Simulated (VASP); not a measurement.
ReIF: single point with PBE

Crystal: ReIF.

```
Re F I
1.0
     4.77489    1.84799    0.29073
    -0.87066    4.83496    1.31154
     0.13409    0.16986    5.15531
Re F I
2 2 2
Direct
  0.18476 0.19002 0.50172
  0.19248 0.53744 0.86767
  0.84880 0.23006 0.63474
  0.91075 0.93418 0.17657
  0.69363 0.77864 0.58851
  0.67378 0.48209 0.18561
```

The cell was built by a generator and needn't be a form met in nature.

```yaml
Program: VASP 6.6.1
Task: single point
Functional: PBE
Potentials_or_basis: VASP PAW PBE potentials, release 64 (Re, F, I)
Cutoff: 520 eV
k_mesh: 3 × 3 × 3
Occupations: fermi-dirac, width 0.025 eV
Spin: no spin polarisation
```

```json
{
 "Pressure": "-0.9 GPa",
 "Largest force": "6.112 eV/Å",
 "Band gap on the k mesh": "none (metal or under the smearing width)"
}
```

Forces in eV/Å, atoms in the order of the input:
```
Re   5.498  2.643  0.375
Re   0.726  0.085 -0.891
F   -2.827 -1.992  2.641
F    1.166  0.527 -0.315
I   -2.413 -0.010  0.847
I   -2.149 -1.253 -2.657
```

Stress tensor (GPa, compression positive):
```
-1.51 -0.56 -1.11
-0.56 -0.42 -1.91
-1.11 -1.91 -0.88
```

Levels at points of the mesh, in eV from the Fermi level:
```
           k point  band 19  band 20  band 21  band 22  band 23  band 24
(0.00, 0.00, 0.00)    -0.82    -0.35    -0.31     0.09     0.54     0.85
```

It took 65 s on 1 thread of Intel(R) Xeon(R) Platinum 8488C (Sapphire Rapids), on a shared host, peak memory 0.26 GiB.

Caveat: the k mesh is coarse (spacing up to 0.44 Å⁻¹), so the values aren't converged. The run has no spin-orbit coupling, so splittings on I, Re are missing.
